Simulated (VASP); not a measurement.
Energy against volume of TiN (rock salt). All values below come from PBE GGA with D3 dispersion (Becke-Johnson damping), VASP's PBE PAW potentials (set 64) (plane waves; VASP). Run with 520 eV cut-off, 15×15×15 Γ-centred mesh, first-order Methfessel-Paxton smearing of 0.10 eV, potentials Ti_sv N.

```tsv
V (Å³/atom)	E (eV/atom)
8.755	-10.25625
9.034	-10.28264
9.314	-10.29097
9.593	-10.28388
```

Q: Fit these four points and predict the energy of the run at 9.873 Å³/atom.

A: A cubic in V^(−2/3), the third-order Birch-Murnaghan form, passes through the four points with V0 = 9.32 Å³/atom and B0 = 293 GPa, and gives -10.2636 eV/atom there. The run gave -10.2636 eV/atom, +0.0 meV/atom from the fit; all five points give B0 = 294 GPa.

The compound is TiN in the rock salt structure. It was relaxed first.
